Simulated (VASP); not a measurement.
# Ge5Au (P6/mmm) in VASP: settings compared, part 2 of 2

VASP 6.6.1. The steps go on from the part before.

**3. Single point, PBE**

File INCAR:

```
PREC = Accurate
ENCUT = 520
EDIFF = 1E-7
ISMEAR = 0
SIGMA = 0.1
LREAL = False
LASPH = True
NELM = 100
ALGO = Fast
ISIF = 2
LWAVE = False
LCHARG = False
GGA = PE
NBANDS = 50
```

File KPOINTS:

```
Automatic mesh
0
Gamma
  6 6 4
```

File POSCAR:

```
Ge5Au
1.0
    4.7799186400      0.0000000000      0.0000000000
   -2.3899593200      4.1395309700      0.0000000000
    0.0000000000      0.0000000000      5.8601802500
Ge Au
5 1
Direct
    0.0000000000      0.0000000000      0.0000000000
    0.3333333300      0.6666666700      0.2500000000
    0.3333333300      0.6666666700      0.7500000000
    0.6666666700      0.3333333300      0.2500000000
    0.6666666700      0.3333333300      0.7500000000
    0.0000000000      0.0000000000      0.5000000000
```

Potentials or basis: VASP PAW PBE potentials, release 64 (Ge_d, Au).

Launch:

```console
$ cat potpaw_PBE.64/Ge_d/POTCAR potpaw_PBE.64/Au/POTCAR > POTCAR
$ mpirun -np 1 vasp_std > vasp.out
```

OUTCAR:

```text
PREC = Accurate
   ENCUT = 520
   EDIFF = 1E-7
   ISMEAR = 0
   LREAL = False
   LASPH = True
   NELM = 100
   ISIF = 2
   GGA = PE

 ion  position               nearest neighbor table
   1  0.000  0.000  0.000-   6 2.93   6 2.93
   2  0.333  0.667  0.250-   4 2.76   4 2.76   4 2.76   6 3.12   6 3.12   6 3.12
   3  0.333  0.667  0.750-   5 2.76   5 2.76   5 2.76   6 3.12   6 3.12   6 3.12
   4  0.667  0.333  0.250-   2 2.76   2 2.76   2 2.76   6 3.12   6 3.12   6 3.12
   5  0.667  0.333  0.750-   3 2.76   3 2.76   3 2.76   6 3.12   6 3.12   6 3.12
   6  0.000  0.000  0.500-   1 2.93   1 2.93   3 3.12   4 3.12   5 3.12   2 3.12   2 3.12   3 3.12
                             4 3.12   5 3.12   4 3.12   5 3.12   2 3.12   3 3.12

  LATTYP: Found a hexagonal cell.
 ALAT       =     4.7799186400
 C/A-ratio  =     1.2259999994

  Lattice vectors:

 A1 = (   4.7799186400,   0.0000000000,   0.0000000000)
 A2 = (  -2.3899593200,   4.1395309700,   0.0000000000)
 A3 = (   0.0000000000,   0.0000000000,   5.8601802500)

Analysis of symmetry for initial positions (statically):
=====================================================================
 Subroutine PRICEL returns:
 Original cell was already a primitive cell.

 Routine SETGRP: Setting up the symmetry group for a
 hexagonal supercell.

 Subroutine GETGRP returns: Found 24 space group operations
 (whereof 24 operations were pure point group operations)
 out of a pool of 24 trial point group operations.

The static configuration has the point symmetry D_6h.

Analysis of symmetry for dynamics (positions and initial velocities):
=====================================================================
 Subroutine PRICEL returns:
 Original cell was already a primitive cell.

 Routine SETGRP: Setting up the symmetry group for a
 hexagonal supercell.

 Subroutine GETGRP returns: Found 24 space group operations
 (whereof 24 operations were pure point group operations)
 out of a pool of 24 trial point group operations.

The dynamic configuration has the point symmetry D_6h.
[... 127 lines left out ...]
   LORBIT       =      0    0 simple, 1 ext, 2 COOP (PROOUT), +10 PAW based schemes
   GGA     = PE    functional components
   LHFCALC =     F    Hartree Fock is set to
   AEXX    =    0.0000 exact exchange contribution
   IVDW    =     0    specifies the selected vdW correction
   LEPSILON=     F    determine dielectric tensor
   LRPA    =     F    only Hartree local field effects (RPA)
 non-spin polarized calculation
 RMM-DIIS sequential band-by-band and
 Gauss-broadening in eV      SIGMA  =   0.10
  energy-cutoff  :      520.00
  volume of cell :      115.95
 maximum number of plane-waves:      3178
 NGX is ok and might be reduce to    36
   NGX = 17   NGY = 17   NGZ = 21

 number of electron      81.0000069 magnetization

 Free energy of the ion-electron system (eV)
  ---------------------------------------------------
  ext. energy  EPLUGINS =         0.00000000
  ---------------------------------------------------
  free energy    TOTEN  =       -23.84492252 eV

  energy without entropy =      -23.82365194  energy(sigma->0) =      -23.83428723

 E-fermi :   6.7865     XC(G=0): -11.3028

 val. band max:        6.7794427963   @ k =   0.3333   0.1667   0.5000
 cond. band min:       6.8310796624   @ k =   0.1667   0.0000   0.2500
 fundamental gap:      0.0516368661
 Fermi energy:         6.7864881670

 k-point     1 :       0.0000    0.0000    0.0000
  band No.  band energies     occupation
      1     -18.1120      2.00000
      2     -18.1098      2.00000
      3     -18.1098      2.00000
      4     -18.0939      2.00000
      5     -18.0939      2.00000
      6     -17.9819      2.00000
[... 1102 lines left out ...]
     49      12.8687      0.00000
     50      12.8702      0.00000

------------------------ aborting loop because EDIFF is reached ----------------------------------------

  FORCE on cell =-STRESS in cart. coord.  units (eV):
  Direction    XX          YY          ZZ          XY          YZ          ZX
  --------------------------------------------------------------------------------------
  -------------------------------------------------------------------------------------
  Total       -0.0842624     -0.0842624      0.1328632      0.0000000      0.0000000      0.0000000
  in kB       -1.1642920     -1.1642920      1.8358305      0.0000000      0.0000000      0.0000000
  external PRESSURE =      -0.1642512 kB  Pullay stress =       0.0000000 kB

 VOLUME and BASIS-vectors are now :
 -----------------------------------------------------------------------------
  energy-cutoff  :      520.00
  volume of cell :      115.95
      direct lattice vectors                 reciprocal lattice vectors
     4.779918640  0.000000000  0.000000000     0.209208582  0.120786631  0.000000000
    -2.389959320  4.139530970  0.000000000     0.000000000  0.241573262  0.000000000
     0.000000000  0.000000000  5.860180250     0.000000000  0.000000000  0.170643215

 POSITION                                       TOTAL-FORCE (eV/Angst)
 -----------------------------------------------------------------------------------
      0.00000      0.00000      0.00000        -0.000000      0.000000      0.000000
     -0.00000      2.75969      1.46505        -0.000000      0.000000      0.110554
     -0.00000      2.75969      4.39514        -0.000000      0.000000     -0.110554
      2.38996      1.37984      1.46505         0.000000     -0.000000      0.110554
      2.38996      1.37984      4.39514         0.000000      0.000000     -0.110554
      0.00000      0.00000      2.93009        -0.000000      0.000000      0.000000
 -----------------------------------------------------------------------------------
    total drift:                               -0.000000      0.000000      0.000000

  FREE ENERGIE OF THE ION-ELECTRON SYSTEM (eV)
  ---------------------------------------------------
  free  energy   TOTEN  =       -23.8449225226 eV

  energy  without entropy=      -23.8236519446  energy(sigma->0) =      -23.83428723
```

OSZICAR:

```text
N       E                     dE             d eps       ncg     rms          rms(c)
DAV:   1     0.896283888703E+03    0.89628E+03   -0.36534E+04  2598   0.443E+03
DAV:   2     0.143080149708E+03   -0.75320E+03   -0.72502E+03  2100   0.104E+03
DAV:   3    -0.127213149648E+02   -0.15580E+03   -0.15004E+03  2192   0.243E+02
DAV:   4    -0.243340747770E+02   -0.11613E+02   -0.11343E+02  2482   0.721E+01
DAV:   5    -0.246617086970E+02   -0.32763E+00   -0.32597E+00  2312   0.136E+01    0.657E+00
RMM:   6    -0.239824191582E+02    0.67929E+00   -0.42755E+00  2603   0.617E+00    0.691E+00
RMM:   7    -0.238651250964E+02    0.11729E+00   -0.29554E-01  2712   0.219E+00    0.334E+00
RMM:   8    -0.238484488007E+02    0.16676E-01   -0.78853E-02  2705   0.138E+00    0.469E-01
RMM:   9    -0.238446038203E+02    0.38450E-02   -0.19771E-02  3034   0.724E-01    0.128E-01
RMM:  10    -0.238448357096E+02   -0.23189E-03   -0.25778E-03  2944   0.252E-01    0.588E-02
RMM:  11    -0.238449124640E+02   -0.76754E-04   -0.76600E-04  3218   0.114E-01    0.456E-02
RMM:  12    -0.238449216829E+02   -0.92189E-05   -0.16814E-04  3125   0.456E-02    0.680E-03
RMM:  13    -0.238449223426E+02   -0.65974E-06   -0.39416E-05  2789   0.289E-02    0.733E-03
RMM:  14    -0.238449229690E+02   -0.62637E-06   -0.69333E-06  2800   0.108E-02    0.270E-03
RMM:  15    -0.238449226071E+02    0.36183E-06   -0.23571E-06  2203   0.503E-03    0.342E-03
RMM:  16    -0.238449225226E+02    0.84527E-07   -0.41907E-07  1921   0.272E-03
   1 F= -.23844923E+02 E0= -.23834287E+02  d E =-.212706E-01
```

stdout:

```text
POSCAR found type information on POSCAR GeAu
 POSCAR found :  2 types and       6 ions
 scaLAPACK will be used
 LDA part: xc-table for (Slater+PW92), standard interpolation
 POSCAR, INCAR and KPOINTS ok, starting setup
 FFT: planning ... GRIDC
 FFT: planning ... GRID_SOFT
 FFT: planning ... GRID
 WAVECAR not read
 entering main loop
 num prob  num prob  num prob  num prob  num prob  num prob  num prob WARNING in EDDRMM: call to ZHEGV failed, returncode =   8  4     46
 num prob RMM:  15    -0.238449226071E+02    0.36183E-06   -0.23571E-06  2203   0.503E-03    0.342E-03
 num prob  num prob  num prob  num prob  num prob  num prob  num prob  num prob  num prob  num prob  num prob  num prob  num prob  num prob  num prob  num prob  num prob  num prob  num prob  num prob  num prob  num prob RMM:  16    -0.238449225226E+02    0.84527E-07   -0.41907E-07  1921   0.272E-03
```

Run time: 74 s. Hardware: 1 thread of Intel Xeon 6975P-C (Granite Rapids), shared host; peak memory 0.29 GiB.

Results:

| Property | Result |
| --- | --- |
| Free energy | -23.8449 eV |
| Pressure | 0.0 GPa |
| Largest force | 0.111 eV/Å |
| Band gap on the k mesh | none (metal or under the smearing width) |

Forces on the atoms (eV/Å):
```
Ge   0.000  0.000  0.000
Ge   0.000  0.000  0.111
Ge   0.000  0.000 -0.111
Ge   0.000  0.000  0.111
Ge   0.000  0.000 -0.111
Au   0.000  0.000  0.000
```

Spin-orbit coupling is left out, which matters for the levels of Au.

**4. Single point, revPBE**

File INCAR:

```
PREC     = Accurate       # precision mode
ENCUT    = 520            # plane-wave cutoff, eV
EDIFF    = 1E-7           # SCF threshold, eV
ISMEAR   = 0              # smearing method
SIGMA    = 0.1            # smearing width, eV
LREAL    = False          # projectors in reciprocal space
LASPH    = True           # aspherical terms in the spheres
NELM     = 100            # most SCF steps
ALGO     = Fast           # electronic algorithm
ISIF     = 2              # what is computed and relaxed
LWAVE    = False          # write WAVECAR
LCHARG   = True           # write CHGCAR
GGA      = RE             # functional
LELF     = True           # ELF
LVHAR    = True         
NBANDS   = 50             # bands
```

File KPOINTS:

```
regular mesh
0
Gamma
  9 9 6
```

File POSCAR:

```
Ge5Au
1.0
    4.7920678871      0.0000000000      0.0000000000
   -2.3960339436      4.1500525269      0.0000000000
    0.0000000000      0.0000000000      5.8397396013
Ge Au
5 1
Direct
    0.0000000000      0.0000000000      0.0000000000
    0.3333333333      0.6666666667      0.2593538376
    0.3333333333      0.6666666667      0.7406461624
    0.6666666667      0.3333333333      0.2593538376
    0.6666666667      0.3333333333      0.7406461624
    0.0000000000      0.0000000000      0.5000000000
```

Launch:

```console
$ cat potpaw_PBE.64/Ge_d/POTCAR potpaw_PBE.64/Au/POTCAR > POTCAR
$ mpirun -np 1 vasp_std > vasp.out
```

Run time: 2.8 min. Hardware: 1 thread of Intel Xeon 6975P-C (Granite Rapids), shared host; peak memory 0.37 GiB.

Results (log left out):

* Free energy: -21.9234 eV
* Pressure: 1.3 GPa
* Largest force: 0.018 eV/Å
* Band gap on the k mesh: none (metal or under the smearing width)

Forces in eV/Å, atoms in the order of the input:
```
Ge   0.000  0.000  0.000
Ge   0.000  0.000 -0.018
Ge   0.000  0.000  0.018
Ge   0.000  0.000 -0.018
Ge   0.000  0.000  0.018
Au   0.000  0.000  0.000
```

Levels at points of the mesh, in eV from the Fermi level:
```csv
k point,band 37,band 38,band 39,band 40,band 41,band 42,band 43,band 44
"(0.00, 0.00, 0.00)",-2.03,-2.03,-1.59,-1.59,-0.58,-0.58,-0.22,0.44
"(0.00, 0.00, 0.50)",-1.93,-1.54,-0.75,-0.75,-0.67,-0.67,-0.53,0.12
```

Caveat: the PAW data sets were made with another functional, which shifts forces and pressure a little.

**5. The runs side by side**

| level | cell | k mesh | further INCAR settings | gap on the mesh (eV) | pressure (GPa) | largest force (eV/Å) |
| --- | --- | --- | --- | --- | --- | --- |
| PBE | P6/mmm, 19.36 Å³/atom | 9 × 9 × 6 | ALGO = Fast; EDIFF = 1e-06; NBANDS = 50 | none | -0.1 | - |
| PBE | P6/mmm, 19.33 Å³/atom | 6 × 6 × 4 | ALGO = Fast; EDIFF = 1e-07; NBANDS = 50 | none | 0.0 | 0.11 |
| revPBE | P6/mmm, 19.36 Å³/atom | 9 × 9 × 6 | ALGO = Fast; EDIFF = 1e-07; NBANDS = 50 | none | 1.3 | 0.02 |

Alike in all rows: task single point; potentials or basis VASP PAW PBE potentials, release 64 (Ge_d, Au); no spin polarisation; cutoff (eV) 520; smearing gaussian 0.1 eV.

Every run on the cell as given and a fine mesh finds a metal. The pressure there spans -0.1 GPa (PBE) to 1.3 GPa (revPBE); a positive pressure means that this level wants a larger cell, a negative one a smaller.

Caveats: the PAW data sets were made with another functional, which shifts forces and pressure a little (some runs).

Total energies depend on the potentials used, so only differences within one code and one set of settings carry meaning.
